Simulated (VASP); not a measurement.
**In (bct): computed properties**

The numbers are results of LDA (Ceperley-Alder, Perdew-Zunger), VASP's LDA PAW potentials (set 64) (plane waves; VASP), not measurements.

```json
{
 "space_group": "I4/mmm (139)",
 "cell": "a = 3.1914 Å, b = 3.1914 Å, c = 4.8270 Å, α = 90.00°, β = 90.00°, γ = 90.00°",
 "volume_per_atom": "24.58 Å³/atom",
 "band gap (over mesh and band path)": "none (metal, semimetal or under 0.01 eV)",
 "band_gap_with_spin_orbit_coupling": "none (metallic)",
 "density": "7.76 g/cm³"
}
```

```xyz
1
Lattice="-1.5957 1.5957 2.4135 1.5957 -1.5957 2.4135 1.5957 1.5957 -2.4135" Properties=species:S:1:pos:R:3 pbc="T T T"
In     1.5957     1.5957    -2.4135
```

Measured: a 3.252 Å at 293 K (computed value off by -1.9 %), c 4.947 Å at 293 K (computed value off by -2.4 %), as given by Wikipedia, Indium (infobox). The calculation is for a static lattice, while the measured a, c hold thermal and zero-point effects, which are part of the difference. Unless said otherwise, spin-orbit coupling is left out, though it shifts the bands of the heavy elements here.

The compound is In in the bct structure. It was relaxed first, which changed the volume by -6 %. Symmetry was kept, so distortions that lower it aren't found.
